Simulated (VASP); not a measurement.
These are revTPSS meta-GGA, VASP's PBE PAW potentials (set 64) (plane waves; VASP 6.6.1) values and carry that method's errors.

Input for VASP

File KPOINTS:
```
Automatic mesh
0
Gamma
8 8 8
0 0 0
```

**POSCAR**
```
CdSe
4.3533450
  0.0000000000   0.7071068128   0.7071068128
  0.7071068128   0.0000000000   0.7071068128
  0.7071068128   0.7071068128   0.0000000000
Cd Se
1 1
Cart
  0.0000000000   0.0000000000   0.0000000000
  0.3535534064   0.3535534064   0.3535534064
```

### INCAR
```
# general
SYSTEM  = CdSe
PREC    = Accurate
ENCUT   = 520   # plane-wave cut-off (eV)
LREAL   = F
LASPH   = T   # aspherical one-centre terms

# electronic loop
EDIFF   = 1E-7   # SCF stop (eV)
NELM    = 100
ALGO    = Normal   # blocked Davidson
LMAXMIX = 4
LMIXTAU = T

# smearing
ISMEAR  = 0   # Gaussian
SIGMA   = 0.05   # width (eV)

# functional
METAGGA = RTPSS

# ions
ISIF    = 2   # forces and stress, cell fixed

# output
LWAVE   = F
LCHARG  = F
```

POTCAR, in this order: Cd Se (PBE.64 set). Program: vasp_std.

What VASP printed:

### OSZICAR
```
       N       E                     dE             d eps       ncg     rms          rms(c)
DAV:   1     0.128824596047E+03    0.12882E+03   -0.90055E+03   762   0.126E+03
DAV:   2     0.182774733363E+02   -0.11055E+03   -0.10537E+03   854   0.304E+02
DAV:   3     0.135386225204E+02   -0.47389E+01   -0.47252E+01   929   0.652E+01
DAV:   4     0.135144596522E+02   -0.24163E-01   -0.24160E-01   829   0.488E+00
DAV:   5     0.135143165287E+02   -0.14312E-03   -0.14312E-03   894   0.350E-01    0.660E+00
DAV:   6     0.190423458373E+02    0.55280E+01   -0.55555E+00   754   0.358E+01    0.585E+00
DAV:   7     0.186107989799E+02   -0.43155E+00   -0.33851E-01   754   0.628E+00    0.386E+00
DAV:   8     0.189858049427E+02    0.37501E+00   -0.10928E+00   759   0.119E+01    0.987E-01
DAV:   9     0.185949261753E+02   -0.39088E+00   -0.71603E-01   754   0.101E+01    0.561E-01
DAV:  10    -0.136496170293E+05   -0.13668E+05   -0.13744E+05  1130   0.458E+04    0.326E+02
DAV:  11     0.208236489829E+02    0.13670E+05   -0.29173E+03   864   0.181E+02    0.226E+00
DAV:  12     0.187378573054E+02   -0.20858E+01   -0.14747E+01   896   0.546E+00    0.125E+00
DAV:  13     0.186106926689E+02   -0.12716E+00   -0.13848E+00   819   0.400E+00    0.841E-01
DAV:  14     0.186036108191E+02   -0.70818E-02   -0.12362E-02   809   0.841E-01    0.673E-01
DAV:  15     0.186061391219E+02    0.25283E-02   -0.36594E-03   874   0.459E-01    0.532E-01
DAV:  16     0.186065992466E+02    0.46012E-03   -0.61169E-04   829   0.193E-01    0.522E-01
DAV:  17     0.186062135217E+02   -0.38572E-03   -0.26116E-02   839   0.106E+00    0.822E-01
DAV:  18     0.186078987236E+02    0.16852E-02   -0.82774E-03   774   0.786E-01    0.541E-01
DAV:  19     0.186076766403E+02   -0.22208E-03   -0.33857E-04   784   0.161E-01    0.568E-01
DAV:  20     0.186075560049E+02   -0.12064E-03   -0.45881E-05   809   0.567E-02    0.577E-01
DAV:  21     0.186075942503E+02    0.38245E-04   -0.26815E-05   844   0.571E-02    0.595E-01
DAV:  22     0.186075516818E+02   -0.42569E-04   -0.19050E-05   789   0.362E-02    0.577E-01
DAV:  23     0.186075498305E+02   -0.18513E-05   -0.83423E-06   869   0.179E-02    0.570E-01
DAV:  24     0.186075489250E+02   -0.90552E-06   -0.50068E-07   764   0.796E-03    0.566E-01
DAV:  25     0.186075456496E+02   -0.32754E-05   -0.14877E-07   614   0.348E-03    0.566E-01
DAV:  26     0.186075473096E+02    0.16599E-05   -0.15937E-07   628   0.307E-03    0.565E-01
DAV:  27     0.186075478661E+02    0.55650E-06   -0.38133E-08   397   0.115E-03    0.565E-01
DAV:  28     0.186075472817E+02   -0.58433E-06   -0.14009E-08   432   0.119E-03    0.565E-01
DAV:  29     0.186075479538E+02    0.67211E-06   -0.66253E-08   532   0.259E-03    0.563E-01
DAV:  30     0.186075514870E+02    0.35332E-05   -0.38887E-07   764   0.604E-03    0.558E-01
DAV:  31     0.186075477074E+02   -0.37796E-05   -0.64745E-07   759   0.910E-03    0.546E-01
DAV:  32     0.186075195785E+02   -0.28129E-04   -0.18553E-06   764   0.137E-02    0.473E-01
DAV:  33     0.186074956184E+02   -0.23960E-04   -0.90775E-06   764   0.272E-02    0.379E-01
DAV:  34     0.186074759437E+02   -0.19675E-04   -0.60128E-06   804   0.177E-02    0.262E-01
DAV:  35     0.186074567296E+02   -0.19214E-04   -0.51071E-06   754   0.185E-02    0.148E-01
DAV:  36     0.186074507933E+02   -0.59363E-05   -0.22059E-06   834   0.114E-02    0.642E-02
DAV:  37     0.186074486665E+02   -0.21268E-05   -0.83861E-07   774   0.769E-03    0.218E-02
DAV:  38     0.186074486517E+02   -0.14773E-07   -0.90010E-08   690   0.279E-03
   1 F= 0.18607449E+02 E0= 0.18607449E+02  d E =-.627344E-11
```

OUTCAR:
```
------------------------ aborting loop because EDIFF is reached ----------------------------------------
  FORCE on cell =-STRESS in cart. coord.  units (eV):
  Direction    XX          YY          ZZ          XY          YZ          ZX
  --------------------------------------------------------------------------------------
  Total        0.0025480      0.0025480      0.0025480      0.0000000      0.0000000      0.0000000
  in kB        0.0699760      0.0699760      0.0699760      0.0000000      0.0000000      0.0000000
  external PRESSURE =       0.0699760 kB  Pullay stress =       0.0000000 kB
  volume of cell :       58.34
      direct lattice vectors                 reciprocal lattice vectors
     0.000000000  3.078279908  3.078279908    -0.162428374  0.162428374  0.162428374
     3.078279908  0.000000000  3.078279908     0.162428374 -0.162428374  0.162428374
     3.078279908  3.078279908  0.000000000     0.162428374  0.162428374 -0.162428374
  FREE ENERGIE OF THE ION-ELECTRON SYSTEM (eV)
  ---------------------------------------------------
  free  energy   TOTEN  =        18.6074486517 eV

  energy  without entropy=       18.6074486517  energy(sigma->0) =       18.60744865
```
(Selected blocks of OUTCAR.)

The compound is CdSe in the zinc blende structure, whereas wurtzite is the usual form. It was relaxed first, which changed the volume by +5 %.
